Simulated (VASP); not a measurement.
Here is the system:

```
CELL_PARAMETERS angstrom
      0.00000     2.52957     2.52957
      2.52957     0.00000     2.52957
      2.52957     2.52957     0.00000
ATOMIC_POSITIONS crystal
  Sr 0.00000 0.00000 0.00000
  O  0.50000 0.50000 0.50000
```

Calculation: rev-vdW-DF2, VASP's PBE PAW potentials (set 64) (plane waves; VASP 6.6.1). Run with 520 eV cut-off, 9×9×9 Γ-centred mesh, Gaussian smearing of 0.050 eV, potentials Sr_sv O.

### Question
Give the stress tensor in GPa (positive for a compressed cell).

### Answer

```
6.49  0.00  0.00
0.00  6.49  0.00
0.00  0.00  6.49
```
The pressure is its mean diagonal, 6.49 GPa.

The compound is SrO in the rock salt structure. This cell is one point of a volume scan, at 0.94 of the reference volume.
